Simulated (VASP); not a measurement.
Input of a VASP 6.6.1 run:

File INCAR:

```
PREC = Accurate
ENCUT = 520
EDIFF = 1E-6
ISMEAR = -1
SIGMA = 0.05
LREAL = False
LASPH = True
NELM = 100
ALGO = Fast
ISIF = 2
LWAVE = False
LCHARG = False
GGA = PE
NBANDS = 82
```

Contents of KPOINTS:

```
regular mesh
0
Gamma
  2 2 2
```

Contents of POSCAR:

```
Bi2Sb
1.0
    7.2213900000      0.1326850000      0.7728910000
    1.0446820000      7.7872220000      0.0195010000
    0.7209090000     -0.7634130000      7.5134030000
Sb Bi
4 8
Direct
    0.3319526010      0.9720519932      0.1573313499
    0.3902980214      0.0791747981      0.6654935432
    0.9300668679      0.2861327587      0.2813748728
    0.2184073080      0.7539057734      0.9020595649
    0.8263397358      0.9359992965      0.4428130014
    0.7696495906      0.3283911091      0.7141107436
    0.8202998435      0.6418618045      0.2100839908
    0.7960029518      0.0608883042      0.0083066355
    0.2612840827      0.3404454719      0.9803657353
    0.6609827908      0.7143324194      0.7908519153
    0.2255977666      0.7110333557      0.4720787179
    0.3845442984      0.2827598772      0.3926618967
```

Potentials or basis: VASP PAW PBE potentials, release 64 (Sb, Bi_d).

Run with:

```sh
$ cat potpaw_PBE.64/Sb/POTCAR potpaw_PBE.64/Bi_d/POTCAR > POTCAR
$ mpirun -np 1 vasp_std > vasp.out
```

Task: What does it give for the largest force?

Result: 2.060 eV/Å.

Task: What does it give for the band gap on the k mesh?

Result: None (metal or under the smearing width).

Stress tensor (GPa, compression positive):
```
-1.07  0.01  0.76
 0.01  4.11  1.48
 0.76  1.48  3.58
```

Caveat: the k mesh is coarse (spacing up to 0.45 Å⁻¹), so the values aren't converged; spin-orbit coupling is left out, which moves the levels of the heavy elements.
